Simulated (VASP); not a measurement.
OSZICAR of a VASP run on In (bct):

OSZICAR:
```
       N       E                     dE             d eps       ncg     rms          rms(c)
DAV:   1     0.638791190283E+02    0.63879E+02   -0.56162E+03  4922   0.139E+03
DAV:   2    -0.680049031574E+00   -0.64559E+02   -0.63628E+02  4984   0.263E+02
DAV:   3    -0.298080994303E+01   -0.23008E+01   -0.22947E+01  5710   0.604E+01
DAV:   4    -0.303065687502E+01   -0.49847E-01   -0.49834E-01  6332   0.855E+00
DAV:   5    -0.303254334384E+01   -0.18865E-02   -0.18864E-02  5840   0.135E+00    0.240E+00
DAV:   6    -0.299484588595E+01    0.37697E-01   -0.73569E-02  5554   0.614E+00    0.114E+00
DAV:   7    -0.298772592729E+01    0.71200E-02   -0.19482E-02  5782   0.291E+00    0.293E-01
DAV:   8    -0.298704163680E+01    0.68429E-03   -0.75330E-04  5900   0.570E-01    0.268E-02
DAV:   9    -0.298704368391E+01   -0.20471E-05   -0.10301E-05  6582   0.406E-02    0.149E-02
DAV:  10    -0.298704417271E+01   -0.48880E-06   -0.79235E-07  2988   0.155E-02
   1 F= -.29870442E+01 E0= -.29870726E+01  d E =-.298704E+01
```

Task: Which electronic solver shows in the log?

Result: It is blocked Davidson (ALGO = Normal, or the opening steps of other solvers). The INCAR had ALGO = Normal.

Task: Can the final energy be trusted as converged?

Result: Self-consistency was reached. It stopped with EDIFF = 1E-6, NELM = 100, NSW = 60 and EDIFFG = -0.01 after 1 ionic step (PBEsol GGA, plane waves, VASP's PBE PAW potentials (set 64)).

The compound is In in the bct structure. It was relaxed first. The start is the result of an earlier pass.
